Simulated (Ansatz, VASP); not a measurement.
# Ti (Titanium) in two plane-wave programs, part 2 of 2

Aim: how closely do two programs agree when they are given the same cell, functional and k mesh? The cell is taken from a series of runs on this material, whose earlier steps may have relaxed, scaled, displaced or heated it; both programs get it as it stands.

VASP 6.6.1 and Ansatz 0.2.0.

So far: The structure; VASP: zone-centre phonons, LDA.

**3. Ansatz: zone-centre phonons, LDA**

Level of this step: Ansatz beside VASP: Kohn-Sham DFT, plane waves, LDA (Ansatz).

Ansatz runs on its PAW soft_1 files.

The same cell, functional (in two slightly different forms), mesh and smearing now go to Ansatz, which takes its cutoff from its data sets.

input.yaml reads:

```yaml
crystal:
  lattice:
    - [2.8635810479, 0.0, 0.0]
    - [-1.431790524, 2.4799339333, 0.0]
    - [0.0, 0.0, 4.5339939756]
  atoms:
    - { symbol: Ti, position: [0.3333333333, 0.6666666667, 0.25] }
    - { symbol: Ti, position: [0.6666666667, 0.3333333333, 0.75] }
kpoints:
  mp_grid: { grid: [18, 18, 12] }
hamiltonian:
  xc: lda
  pseudopotentials: { kind: paw, azcp: { folder: soft_1 }, xc_functional: pbe }
scf:
  occupations: { method: methfessel_paxton, width: 0.2 }
output:
  eigenvalues: true
phonons:
  method: dfpt
```

Started as:

```
ansatz run input.yaml --threads 4 --pin off --max-ram 10240MiB --backend cpu --events-out ev --progress --plain --runs-dir out
```

Numbers of over 12 decimals in the logs are rounded to 6 here.

The program printed:

```text
zone centre: on kpoints.mp_grid the ground state, and the responses unless they are solved on pairs of k-points, stand on 637 of the mesh's 3888 k-points, reduced under 4 symmetry operations, with k and −k counted as one. Each operation leaves every solved displacement unchanged or reverses it
Engine: ansatz 0.2.0, x86_64-unknown-linux-gnu
Pseudopotentials: kind: paw
Pseudopotential: Ti, paw, valence charge 12, recommended cutoff 420 eV (normal), soft_1/Ti.paw.azcp
Functional definition: SPW92
  exchange = slater_x
  correlation = pw_c
Crystal: 2 atoms, lattice volume = 32.198 Å³
Basis set: ecut = 420 eV, 615 PW (Γ), exchange–correlation on 40×40×64 points (8 copies of the dense FFT grid, shifted against one another)
Bands: 16, of which v1, the nominal top of the filled ones, is band 12 counted from 1 (11 counted from 0)
Symmetry: 24 space group operations
k-points: 637 of 3888 (irreducible under 4 space group operations, time reversal used)
Non-local potential: Ti, projectors of the file, l = 0: 3, l = 1: 2, l = 2: 3, l = 3: 1
PAW form: soft (Blöchl's): semilocal exchange-correlation on the pseudo side does not see the compensation charge
PAW frozen core: Ti, regenerated for the run's functional, and the local potential with it (the file was generated under x = pbe(κ = 0.804, μ = 0.219515), c = pbe(β = 0.066725))
PAW one-centre angular grid: Ti, 590 points (default); XC on 64 Gauss nodes
Initial density: superposition of atomic densities (chi_scale 0.1, normalization cell)
Initial wavefunctions: pseudopotential atomic-orbital guess
Functional: x = slater, c = lda
SCF iter   1: F=—  HF=-4901.027457 eV  |F-HF|=—  |Δ(HF+E_count)|=         —  Δρ=6.12e-2  dr2=1.19e0  ethr=3.10e-3  ⟨swp⟩=4.4  Hψ=90035  notcnv=0
automatic band count: the SCF goes on with 20 bands, as 16 were too few: they end inside the smearing window of the response
preconditioner: auto → none  [metal: Δε(μ)=0.010 eV  Ē_g=4.806 eV  σ=0.200 eV  W_gap=0.04  n_scr=8 (ndim 8)  ℏωp=18.5 eV  f_vac=0.000  D(μ)=1.57/eV (n_scr^D=22)  sad-step TF]
SCF iter   2: F=—  HF=-4900.749182 eV  |F-HF|=—  |Δ(HF+E_count)|=   2.78e-1  S|Δr|=    0.00e0  Δρ=3.45e-2  dr2=4.00e-1  ethr=3.10e-3  ⟨swp⟩=2.0  Hψ=21441  notcnv=0  defer=893
SCF iter   3: F=—  HF=-4900.615574 eV  |F-HF|=—  |Δ(HF+E_count)|=   1.34e-1  S|Δr|=    0.00e0  Δρ=1.24e-3  dr2=2.97e-4  ethr=1.67e-3  ⟨swp⟩=2.8  Hψ=21849  notcnv=0  defer=893
SCF iter   4: F=—  HF=-4900.615613 eV  |F-HF|=—  |Δ(HF+E_count)|=   3.90e-5  S|Δr|=    0.00e0  Δρ=1.14e-4  dr2=2.52e-6  ethr=1.24e-6  ⟨swp⟩=2.7  Hψ=22142  notcnv=0  defer=859
SCF iter   5: F=—  HF=-4900.615618 eV  |F-HF|=—  |Δ(HF+E_count)|=   4.83e-6  S|Δr|=    0.00e0  Δρ=5.72e-5  dr2=7.22e-7  ethr=1.05e-8  ⟨swp⟩=2.0  Hψ=20303  notcnv=0  defer=859
SCF iter   6: F=—  HF=-4900.615617 eV  |F-HF|=—  |Δ(HF+E_count)|=   2.10e-7  S|Δr|=    0.00e0  Δρ=9.09e-6  dr2=1.33e-8  ethr=3.01e-9  ⟨swp⟩=3.0  Hψ=19593  notcnv=0  defer=859
SCF iter   7: F=—  HF=-4900.615617 eV  |F-HF|=—  |Δ(HF+E_count)|=   5.98e-9  S|Δr|=    0.00e0  Δρ=8.64e-7  dr2=1.38e-10  ethr=5.52e-11  ⟨swp⟩=3.0  Hψ=20035  notcnv=0  defer=859
SCF iter   8: F=-4900.615617 eV  HF=-4900.615617 eV  |F-HF|=0.00e0  |Δ(HF+E_count)|=  8.28e-11  S|Δr|=    0.00e0  Δρ=2.36e-8  dr2=6.42e-14  ethr=1.00e-12  ⟨swp⟩=8.8  Hψ=50232  notcnv=0
SCF 1 converged in 8 iterations: F = -4900.615617 eV  dr2 = 6.42e-14
  greatest PAW one-centre occupation: 0.998 electrons in one spin orbital (limit 2), on the Ti atom at site 1 (counted from 0), in its partial waves of l = 0
DFPT response loops at Γ: preconditioner auto → Kerker (q_TF=auto, 2.598 Å⁻¹) (partly filled bands, converged f_vac=0.000); β = 1.00, the filter's whole step (`scf.mixing.beta` (0.50) is not read by the response loops under this deck's `scf.mixing.preconditioner`; to damp them name `kerker` or `kerker_dos`, under which they read `scf.mixing.beta`, and type it under 1.00, their step now; both keys bind the ground state too); Broyden in place of MSR1
SCF converged after 8 iterations
Stability not checked: this state was not tested for a lower state beside it, because cold or Methfessel-Paxton smearing, or corrected tetrahedra, fill the levels in a way that the test cannot read (fill_not_monotonic; see scf.lower_state_search)
Free energy (F): -4900.615617 eV
Harris-Foulkes:  -4900.615617 eV  (|F-HF|=0.00e0)
Internal energy: -4900.619309 eV  (E = F + TS)
E sigma→0 (E₀):  -4900.616540 eV
Entropy (-TS):   0.003692 eV (1.846 meV/atom)
Fermi energy:    14.207289 eV
--- Per-component energies (eV) ---
  E_band       = -288.050198
  E_kinetic    = 565.772248
  E_local      = -1670.712932  (includes V_loc(G=0)·N_el)
  E_nonlocal   = 130.205429
  E_hartree    = 664.566893
  E_xc         = -231.244339
  E_vxc        = -291.372737  (∫ρ·V_xc dr)
  E_paw        = -1988.442342  (= ΣΔE_a)
  E_vpaw       = -351.075848  (= ΣTr[D̂ρ^β])
  E_aug_tail   = -0.000152  (compensation charges beyond the density's cutoff)
  E_ewald      = -2371.416015
  E_core_change = 0.651901  (= ΣΔE_core)
  E_smearing   = 0.003692  (= −TS)
  E_closure    = -0.000000  (closes the sum)
  Σ components = -4900.615617   (vs F -4900.615617, Δ=0.00e0)
--- Band table (eV; the first three rows and the last of 637) ---
  k-point 0: bands = [... 8 lower, 7.9338, 11.3320, 14.9805, 14.9805, 15.1248, 15.2893, 15.5401, 15.5401, ... 4 higher]
  k-point 1: bands = [... 8 lower, 7.9970, 11.3148, 14.9453, 14.9453, 15.0888, 15.1654, 15.5030, 15.5030, ... 4 higher]
  k-point 2: bands = [... 8 lower, 8.1838, 11.2483, 14.8607, 14.8731, 14.8731, 14.9850, 15.4024, 15.4024, ... 4 higher]
  k-point 636: bands = [... 8 lower, 12.0796, 12.0796, 13.6017, 13.6017, 14.1166, 14.1166, 15.8506, 15.8506, ... 4 higher]
--- Phonons (Γ-DFPT): 2 representative perturbations + reference, on 637 of 3888 k-points (Σ response iterations 6) ---
  k mesh reduced under 4 symmetry operations, with k and −k counted as one. Each operation leaves every solved displacement unchanged or reverses it
  ASR residual: 9.168e-6 → 0.000e0 eV/Å²; symmetrization residual: 4.185e-10 eV/Å²
  ASR residual per site (eV/Å²): 9.17e-6 9.17e-6
  Γ frequencies (cm⁻¹): 0.00 0.00 0.00 114.11 114.11 202.79
  non-analytic LO–TO correction: not included (Born effective charges unavailable; polar crystals: no LO–TO splitting at Γ)
```

Reading the cycles: dr2 is the Hartree energy of the density residual (eV), the measure of convergence; HF is the Harris–Foulkes estimate of the energy, which meets the free energy F at convergence.

**4. Differences**

Known differences besides the potentials themselves: the two LDA forms differ slightly; the cutoff is 420 eV in Ansatz and 500 eV in VASP; VASP's log shows a relativistic correction to its local exchange, Ansatz's none. Total energies have different zeros and are not compared.

Both answers:

```tsv
quantity	Ansatz	VASP	difference
optical mode 1 to 2 (cm⁻¹)	114.1	114.0	+0.11 %
optical mode 3 (cm⁻¹)	202.8	207.7	-2.38 %
```

Modes are paired by rising frequency, not by their patterns, so a pair may set unlike modes beside each other; they are those without the splitting of longitudinal modes.

**5. Results**

```json
{
  "r.m.s. difference of the optical zone-centre modes, each program's sorted by frequency (zone-centre phonons, LDA)": "2.9 cm⁻¹",
  "difference in optical mode 3 (zone-centre phonons, LDA)": "-2.4 %"
}
```

**Reading.** The r.m.s. difference of the optical zone-centre modes, each program's sorted by frequency is 2.9 cm⁻¹ (zone-centre phonons, LDA). Among the rows given in per cent, the largest difference of the zone-centre phonons, LDA pair is in optical mode 3, -2.4 %. Such differences can come from data sets, numerical settings and the points named under the comparisons, not from the functional's error against experiment.

[Lines on the potential files, build, host, timing and source positions are cut from VASP's logs without a mark.]

[Logs are printed without paths, hosts, clocks, repeated set-up lines and the standing remarks that a program may print on its own settings, such as how far it seeks lower states.]

[Hosts, paths, dates, database ids (printed as entryN), source tags and the programs' standing remarks are cut or masked in the printed files.]
